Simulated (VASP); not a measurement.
SnSe2:

```
Sn Se
1.0
     3.84190    0.00000    0.00000
    -1.92095    3.32718    0.00000
     0.00000    0.00000    6.48588
Sn Se
1 2
Direct
  0.00000 0.00000 0.00000
  0.66667 0.33333 0.75710
  0.33333 0.66667 0.24290
```

The cell is a database's computed one.

```yaml
Program: VASP 6.6.1
Task: relaxation of cell and atoms
Functional: PBE
Dispersion: D3(BJ)
Potentials_or_basis: VASP PAW PBE potentials, release 64 (Sn_d, Se)
Cutoff: 600 eV
k_mesh: 9 × 9 × 4
Occupations: gaussian, width 0.02 eV
Spin: no spin polarisation
```

At the start: pressure -0.1 GPa; volume 27.64 Å³/atom.

Question: Where does the relaxation end?

Answer: Over 19 steps the energy falls by 13.6 meV/atom and the volume is 25.56 Å³/atom (-7.5 %); space group P-3m1 (No. 164, to 0.05 Å).

The path:
```tsv
step	energy change (eV)	largest force (eV/Å)	pressure (GPa)	volume (Å³)
1	0.0000	0.2658	-0.06	82.91
2	-0.0054	0.1394	-0.40	82.79
3	-0.0072	0.0042	-0.77	82.66
4	-0.0104	0.0155	-0.54	82.03
5	-0.0158	0.0496	0.20	80.17
6	-0.0161	0.0609	0.46	79.56
7	-0.0202	0.0598	0.45	79.19
8	-0.0304	0.0585	0.48	78.04
9	-0.0384	0.0571	0.79	75.71
10	-0.0393	0.1049	-0.55	77.00
11	-0.0405	0.0359	0.02	76.44
12	-0.0405	0.0378	0.00	76.45
13	-0.0406	0.0188	0.01	76.51
14	-0.0407	0.0078	0.01	76.54
15	-0.0407	0.0070	0.00	76.54
16	-0.0407	0.0059	0.01	76.55
17	-0.0407	0.0026	0.02	76.58
18	-0.0407	0.0039	0.04	76.64
19	-0.0407	0.0019	0.03	76.67
```

Final structure:
```
Sn Se
1.0
     3.84067    0.00000    0.00000
    -1.92033    3.32611    0.00000
     0.00000    0.00000    6.00149
Sn Se
1 2
Cartesian
  0.0000 0.0000 0.0000
  1.9203 1.1087 4.4066
  0.0000 2.2174 1.5949
```
